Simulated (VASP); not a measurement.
VASP input:

### INCAR
```
# general
SYSTEM =TeMoS
PREC   =Accurate
ENCUT  =400   # plane-wave cut-off (eV)
LREAL  =F
LASPH  =T

# electronic loop
EDIFF  =1E-6   # SCF stop (eV)
NELM   =100   # most electronic steps
ALGO   =Normal
LMAXMIX=4

# smearing
ISMEAR =0
SIGMA  =0.05

# functional
GGA    =PS   # PBEsol

# ions
IBRION =2   # conjugate gradients
NSW    =60   # most ionic steps
ISIF   =3   # ions, shape and volume
EDIFFG =-0.02

# output
LWAVE  =F
LCHARG =F
```

### KPOINTS
```
Automatic mesh
0
Gamma
7 7 1
0 0 0
```

**POSCAR**
```
TeMoS
1.0
  3.3057953535   0.0000000000   0.0000000000
 -1.6528976767   2.8629025630   0.0000000000
  0.0000000000   0.0000000000  19.2197363411
Te Mo S
2 2 2
direct
  0.3333330000   0.6666670000   0.5707409398
  0.3333330000   0.6666670000   0.3747264406
  0.3333330000   0.6666670000   0.1289922215
  0.6666670000   0.3333330000   0.4728403490
  0.6666670000   0.3333330000   0.0507503815
  0.6666670000   0.3333330000   0.2075596675
```

POTCAR, in this order: Te Mo_sv S (PBE.64 set). Program: vasp_std.

Task: Translate this PBEsol calculation to Ansatz.

Result: One equivalent input (not run):
Ansatz 0.2 input:
```yaml
crystal:
  lattice:
    - [3.3057954, 0.0000000, 0.0000000]
    - [-1.6528977, 2.8629026, 0.0000000]
    - [0.0000000, 0.0000000, 19.2197363]
  atoms:
    - { symbol: Te, position: [0.3333330, 0.6666670, 0.5707409] }
    - { symbol: Te, position: [0.3333330, 0.6666670, 0.3747264] }
    - { symbol: Mo, position: [0.3333330, 0.6666670, 0.1289922] }
    - { symbol: Mo, position: [0.6666670, 0.3333330, 0.4728403] }
    - { symbol: S, position: [0.6666670, 0.3333330, 0.0507504] }
    - { symbol: S, position: [0.6666670, 0.3333330, 0.2075597] }
kpoints:
  mp_grid: { grid: [7, 7, 1] }
hamiltonian:
  xc: pbesol
  pseudopotentials: { kind: paw }
scf:
  occupations: { method: gaussian, width: 0.05 }
  max_iter: 100
relax:
  max_steps: 60
  f_tol: 0.02
  cell: {}
output: { forces: true, stress: true, eigenvalues: true }
```
What does not carry over: each code has its own PAW files, so the cut-off isn't converted (ENCUT is set for VASP's; basis.ecutwfc is left out, and Ansatz then takes the one that its files recommend); Ansatz stops its SCF on the density residual and VASP on the energy change (EDIFF).

The cell is a sheet with vacuum, built from a database entry that may be metastable or hypothetical.
